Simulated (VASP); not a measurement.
GaAs (relaxed from the zinc blende structure, space group F-43m) relaxed at rising pressure, in one space group throughout; other phases were not tried. The pressures are those reached. These are PBEsol GGA, VASP's PBE PAW potentials (set 64) (plane waves; VASP 6.6.1) values and carry that method's errors.

```csv
P (GPa),V (Å³/atom),k-mesh
-0.09,22.723,8×8×8
4.96,21.334,8×8×8
9.94,20.315,8×8×8
19.90,18.829,9×9×9
29.86,17.752,9×9×9
```

A change of mesh leaves a small step in the series.

Q: Fit an equation of state and predict the volume at 45.08 GPa.

A: Least squares on the third-order Birch-Murnaghan form, P = (3B0/2)(y⁷ − y⁵)[1 + (3/4)(B′ − 4)(y² − 1)] with y = (V0/V)^(1/3), gives V0 = 22.691 Å³/atom, B0 = 70 GPa and B′ = 4.4, and so 16.543 Å³/atom. The run gave 16.533 Å³/atom, -0.1 % from the fit.

Pressures at which the relaxation failed are left out.

The structure was generated: GaAs was put into the zinc blende type (F-43m), which need not be its known phase.
